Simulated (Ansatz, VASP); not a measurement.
# Cross-check of Ga2O3 between VASP and Ansatz, part 2 of 2

Wanted: the spread between two codes on one cell, functional and k mesh. The cell is taken from a series of runs on this material, whose earlier steps may have relaxed, scaled, displaced or heated it; both programs get it as it stands.

VASP 6.6.1 and Ansatz 0.2.0.

So far. Step 3 (VASP: single point, r2SCAN): The run ends at a pressure of 11.26 GPa, with forces up to 0.083 eV/Å.

## Step 5: Ansatz: single point, r2SCAN with rVV10

Level of this step: Ansatz beside VASP: Kohn-Sham DFT, plane waves, r2SCAN with rVV10 (Ansatz).

A single point gives forces, pressure and levels at one fixed geometry, so differences don't come from the geometry; what else differs is listed under the comparison.

The cell is taken from a series of runs on this material, whose earlier steps may have relaxed, scaled, displaced or heated it; both programs get it as it stands.

Input file input.yaml:

```yaml
crystal:
  lattice:
    - [6.0244628552, -1.4980265382, 0.0]
    - [6.0244628552, 1.4980265382, 0.0]
    - [-1.367257024, 0.0, 5.5539182133]
  atoms:
    - { symbol: Ga, position: [0.0916087805, 0.0916087805, 0.7955535799] }
    - { symbol: Ga, position: [0.9083912195, 0.9083912195, 0.2044464201] }
    - { symbol: Ga, position: [0.659545222, 0.659545222, 0.3135062273] }
    - { symbol: Ga, position: [0.340454778, 0.340454778, 0.6864937727] }
    - { symbol: O, position: [0.169493267, 0.169493267, 0.1087181519] }
    - { symbol: O, position: [0.830506733, 0.830506733, 0.8912818481] }
    - { symbol: O, position: [0.1719148204, 0.1719148204, 0.5596242264] }
    - { symbol: O, position: [0.8280851796, 0.8280851796, 0.4403757736] }
    - { symbol: O, position: [0.4968377683, 0.4968377683, 0.2531360266] }
    - { symbol: O, position: [0.5031622317, 0.5031622317, 0.7468639734] }
kpoints:
  mp_grid: { grid: [8, 8, 4] }
hamiltonian:
  xc: r2scan
  pseudopotentials: { kind: paw, source: ansatz }
  dispersion: rvv10
scf:
  occupations: { method: fixed }
  n_extra_bands: 7
  lower_state_search: "off"
  convergence: { dr2_threshold: 1.0e-09 }
output:
  eigenvalues: true
```

Started as:

```
ansatz run input.yaml --threads 16 --pin off --max-ram 73728MiB --backend cpu --events-out ev --progress --plain --runs-dir out
```

Numbers of over 12 decimals in the logs are rounded to 6 here.

Output:

```text
[...]
Crystal: 10 atoms, lattice volume = 100.246 Å³
Basis set: ecut = 1300 eV, 10643 PW (Γ), FFT grids on a1−a2, a2, a3, exchange–correlation on 240×480×432 points (64 copies of the dense FFT grid, shifted against one another)
Bands: 67, of which v1, the nominal top of the filled ones, is band 60 counted from 1 (59 counted from 0)
Symmetry: 4 space group operations
[...]
k-points: 78 of 256
[...]
--- Band table (eV; the first three rows and the last of 78) ---
  k-point 0: bands = [... 56 lower, 8.9656, 9.1075, 9.3469, 9.6097, 13.0026, 16.3120, 17.2650, 17.5988, ... 3 higher]
  k-point 1: bands = [... 56 lower, 8.9531, 9.0732, 9.1245, 9.3637, 13.9009, 16.4867, 17.3317, 17.5501, ... 3 higher]
  k-point 2: bands = [... 56 lower, 8.8246, 8.9711, 9.2026, 9.3132, 15.4311, 15.4624, 17.5618, 17.9335, ... 3 higher]
  k-point 77: bands = [... 56 lower, 8.9576, 9.0517, 9.0911, 9.6044, 15.8779, 15.8917, 17.0095, 17.3089, ... 3 higher]
[key lines of the parts left out:]
SCF converged after 11 iterations
Free energy (F): -37095.432620 eV
Fermi energy:    9.627278 eV
```

## Step 6: VASP: single point, r2SCAN with rVV10

The same cell, functional and mesh now go to VASP, with its own data sets.

Input file INCAR:

```
SYSTEM = Ga2O3
PREC = Accurate
ENCUT = 580
EDIFF = 1E-06
NELM = 120
ISMEAR = 0
SIGMA = 0.01
LREAL = .FALSE.
ALGO = Normal
METAGGA = R2SCAN
LUSE_VDW = .TRUE.
IVDW_NL = 2
BPARAM = 11.95
CPARAM = 0.0093
LASPH = .TRUE.
NBANDS = 54
LORBIT = 11
LWAVE = .FALSE.
LCHARG = .FALSE.
ISIF = 2
GGA_COMPAT = .FALSE.
EFERMI = MIDGAP
LMIXTAU = .TRUE.
KPAR = 2
```

Input file POSCAR:

```
Ga2O3
1.0
    6.0244628552     -1.4980265382      0.0000000000
    6.0244628552      1.4980265382      0.0000000000
   -1.3672570240      0.0000000000      5.5539182133
Ga O
4 6
Direct
    0.0916087805      0.0916087805      0.7955535799
    0.9083912195      0.9083912195      0.2044464201
    0.6595452220      0.6595452220      0.3135062273
    0.3404547780      0.3404547780      0.6864937727
    0.1694932670      0.1694932670      0.1087181519
    0.8305067330      0.8305067330      0.8912818481
    0.1719148204      0.1719148204      0.5596242264
    0.8280851796      0.8280851796      0.4403757736
    0.4968377683      0.4968377683      0.2531360266
    0.5031622317      0.5031622317      0.7468639734
```

Input file KPOINTS:

```
Automatic mesh
0
Gamma
8 8 4
0 0 0
```

Potentials, in the order of the species: Ga_d and O (PBE family, release 64).

Started as:

```
mpirun -np 2 vasp_std
```

Output:

```text
[banner, memory and clock lines left out]
running    2 mpi-ranks, on    1 nodes
[...]
|                                                                             |
|               ----> ADVICE to this user running VASP <----                  |
|                                                                             |
|     You have switched on vdW-DFT.                                           |
|     This routine was written and supplied by Jiri Klimes. We recommend      |
|     that you carefully read and cite the following publications:            |
|       J. Klimes, D.R. Bowler, A. Michelides                                 |
|          J. Phys.: Cond Matt. 22 022201 (2010)                              |
|       J. Klimes, D.R. Bowler, A. Michelides                                 |
|          Phys. Rev. B. 83, 195131 (2011)                                    |
|     and references therein.                                                 |
|                                                                             |

[...]
Total rVV10 correction in eV:      2.4863188    93.3369978
Total rVV10 correction in eV:      2.4863188    93.3369978
DAV:  19    -0.997806749034E+02   -0.20450E-05   -0.90919E-05 10072   0.868E-02    0.468E-03
Total rVV10 correction in eV:      2.4862782    93.3369978
Total rVV10 correction in eV:      2.4862782    93.3369978
DAV:  20    -0.997807462743E+02   -0.71371E-04   -0.36835E-05  9188   0.560E-02    0.396E-03
Total rVV10 correction in eV:      2.4862524    93.3369978
Total rVV10 correction in eV:      2.4862524    93.3369978
DAV:  21    -0.997807492283E+02   -0.29540E-05   -0.22275E-06  8182   0.474E-02    0.216E-03
Total rVV10 correction in eV:      2.4861721    93.3369978
Total rVV10 correction in eV:      2.4861721    93.3369978
DAV:  22    -0.997807514557E+02   -0.22274E-05   -0.32453E-06  7848   0.215E-02    0.177E-03
Total rVV10 correction in eV:      2.4861691    93.3369978
Total rVV10 correction in eV:      2.4861691    93.3369978
DAV:  23    -0.997807522825E+02   -0.82679E-06   -0.96327E-07  5436   0.835E-03
Total rVV10 correction in eV:      2.4862173    93.3369978
Total rVV10 correction in eV:      2.4862173    93.3369978
Total rVV10 correction in eV:      2.4861815    93.3369978
Total rVV10 correction in eV:      2.4861815    93.3369978
   1 F= -.99780752E+02 E0= -.99780752E+02  d E =0.000000E+00
```

OUTCAR, selected parts (step 6):

```text
  Total        5.5793525      6.1930066      6.3836840      0.0000000      0.0000000      0.0397668
  in kB       89.1717054     98.9793986    102.0268906      0.0000000      0.0000000      0.6355700
  external PRESSURE =      96.7259982 kB  Pullay stress =       0.0000000 kB

 POSITION                                       TOTAL-FORCE (eV/Angst)
 -----------------------------------------------------------------------------------
      0.01606      0.00000      4.41844         0.026863      0.000000     -0.016602
     10.66561      0.00000      1.13548        -0.026863      0.000000      0.016602
      7.51817      0.00000      1.74119         0.016237      0.000000      0.046591
      3.16350      0.00000      3.81273        -0.016237      0.000000     -0.046591
      1.89357      0.00000      0.60381         0.090116      0.000000      0.041572
      8.78810      0.00000      4.95011        -0.090116      0.000000     -0.041572
      1.30624      0.00000      3.10811         0.031170      0.000000     -0.074688
      9.37543      0.00000      2.44581        -0.031170      0.000000      0.074688
      5.64026      0.00000      1.40590         0.093440      0.000000      0.034965
      5.04141      0.00000      4.14802        -0.093440      0.000000     -0.034965
 -----------------------------------------------------------------------------------
    total drift:                               -0.000000      0.000000      0.000000

  FREE ENERGIE OF THE ION-ELECTRON SYSTEM (eV)
  ---------------------------------------------------
  free  energy   TOTEN  =       -99.7807522825 eV

  energy  without entropy=      -99.7807522825  energy(sigma->0) =      -99.78075228

[... 2 parts as in an earlier step ...]

[... 1 further part left out ...]
[key lines of the parts left out:]
E-fermi :   5.5380
```

The run ends at a pressure of 9.67 GPa, with forces up to 0.100 eV/Å.

## Step 7: Differences

What differs besides the data sets and the points named for the pairs above, as far as they apply: the data sets hold 120 valence electrons in Ansatz (on PAW files that the input asks for by source) and 88 in VASP. Total energies have different zeros and are not compared.

Both answers:

| quantity | Ansatz | VASP | difference |
| --- | --- | --- | --- |
| gap on the k mesh (eV) | 3.375 | 3.352 | +0.024 |

A gap on the mesh is an upper bound, since the band edges may lie between its points.

## Step 8: Summary of results

```yaml
difference_in_gap_on_the_k_mesh_single_point_r2scan: 0.026 eV
difference_in_gap_on_the_k_mesh_single_point_r2scan_with_rvv10: 0.024 eV
```

What this shows: The difference in gap on the k mesh is 0.026 eV (single point, r2SCAN), within the 0.08 eV picked in this series as the mark of a large difference. The data sets hold unlike numbers of valence electrons (120 in Ansatz and 88 in VASP), so part of the differences comes from the potentials. How closely two codes agree says nothing of how well the functional describes the real material.

[Lines on the potential files, build, host, timing and source positions are cut from VASP's logs without a mark.]

[Logs are printed without paths, hosts, clocks, repeated set-up lines and the standing remarks that a program may print on its own settings, such as how far it seeks lower states.]

[Hosts, paths, dates, database ids (printed as entryN), source tags and the programs' standing remarks are cut or masked in the printed files.]
